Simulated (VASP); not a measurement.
Data:

```
RhGe
1.0
   -1.72091     1.72091     4.94280
    1.72091    -1.72091     4.94280
    1.72091     1.72091    -4.94280
Rh Ge
2 2
Direct
  0.74296   0.74296   0.00000
  0.49296   0.99296   0.50000
  0.17304   0.17304   0.00000
  0.92304   0.42304   0.50000
```

Calculation: PBEsol GGA with spin-orbit coupling, VASP's PBE PAW potentials (set 64) (plane waves; VASP 6.6.1). Settings: 400 eV cut-off, 11×11×11 Γ-centred mesh, Gaussian smearing of 0.050 eV, potentials Rh_pv Ge_d.

Task: Give the energies of bands 52 to 65 at the high-symmetry points, in eV from the Fermi level.

Result: 
```json
[
 {"band": "52", "Γ": "-2.87", "X": "-2.37", "P": "-2.12", "N": "-2.32", "M": "-2.45", "S": "-2.49", "R": "-2.46"},
 {"band": "53", "Γ": "-2.70", "X": "-1.60", "P": "-1.60", "N": "-1.67", "M": "-1.22", "S": "-1.64", "R": "-1.59"},
 {"band": "54", "Γ": "-2.70", "X": "-1.60", "P": "-1.60", "N": "-1.67", "M": "-1.22", "S": "-1.61", "R": "-1.59"},
 {"band": "55", "Γ": "-2.12", "X": "-1.59", "P": "-1.52", "N": "-1.57", "M": "-1.22", "S": "-1.53", "R": "-1.54"},
 {"band": "56", "Γ": "-2.12", "X": "-1.59", "P": "-1.52", "N": "-1.57", "M": "-1.22", "S": "-1.51", "R": "-1.54"},
 {"band": "57", "Γ": "0.37", "X": "-0.78", "P": "-0.86", "N": "-1.44", "M": "-0.31", "S": "-1.45", "R": "-0.72"},
 {"band": "58", "Γ": "0.37", "X": "-0.78", "P": "-0.82", "N": "-1.44", "M": "-0.31", "S": "-1.44", "R": "-0.72"},
 {"band": "59", "Γ": "2.28", "X": "-0.68", "P": "-0.82", "N": "0.51", "M": "-0.31", "S": "0.19", "R": "-0.63"},
 {"band": "60", "Γ": "2.28", "X": "-0.68", "P": "-0.75", "N": "0.51", "M": "-0.31", "S": "0.21", "R": "-0.63"},
 {"band": "61", "Γ": "2.38", "X": "1.54", "P": "1.55", "N": "1.51", "M": "3.24", "S": "1.62", "R": "1.66"},
 {"band": "62", "Γ": "2.38", "X": "1.54", "P": "1.64", "N": "1.51", "M": "3.24", "S": "1.70", "R": "1.66"},
 {"band": "63", "Γ": "2.98", "X": "1.59", "P": "1.64", "N": "3.41", "M": "3.24", "S": "4.09", "R": "1.71"},
 {"band": "64", "Γ": "2.98", "X": "1.59", "P": "1.64", "N": "3.41", "M": "3.24", "S": "4.20", "R": "1.71"},
 {"band": "65", "Γ": "3.11", "X": "3.89", "P": "3.14", "N": "5.56", "M": "5.25", "S": "5.06", "R": "3.90"}
]
```

It has no gap at this level: it comes out as a metal or semimetal.

The structure was generated: GeRh was put into the NbAs type (I4_1md), which need not be its known phase. It was relaxed first.
